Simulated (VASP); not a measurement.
Crystal: TiN (Osbornite).

```xyz
2
Lattice="0.0000 2.1190 2.1190 2.1190 0.0000 2.1190 2.1190 2.1190 0.0000" Properties=species:S:1:pos:R:3 pbc="T T T"
Ti    0.0000    0.0000    0.0000
N     2.1190    2.1190    2.1190
```

Base run:

| Quantity | Value |
| --- | --- |
| Program | VASP 6.6.1 |
| Functional | PBEsol |
| Potentials or basis | VASP PAW PBE potentials, release 64 (Ti_sv, N) |
| Cutoff | 520 eV |
| k mesh | 12 × 12 × 12 |
| Occupations | fermi-dirac, width 0.05 eV |
| Spin | collinear spin, ferromagnetic start |
| Starting moments | [1.0, 0.0] μB |

Its results: band gap on the k mesh none (metal or under the smearing width); pressure -6.5 GPa; net moment 0.00 μB per cell.

Question: The run is repeated on the same cell with these changes: functional from PBEsol to LDA; potentials or basis from VASP PAW PBE potentials, release 64 (Ti_sv, N) to VASP PAW LDA potentials, release 64 (Ti_sv, N). What comes out?

Answer: Band gap on the k mesh none (metal or under the smearing width); pressure -12.8 GPa; net moment 0.00 μB per cell.

Caveats: the PAW data sets were made with another functional, which shifts forces and pressure a little (some runs).
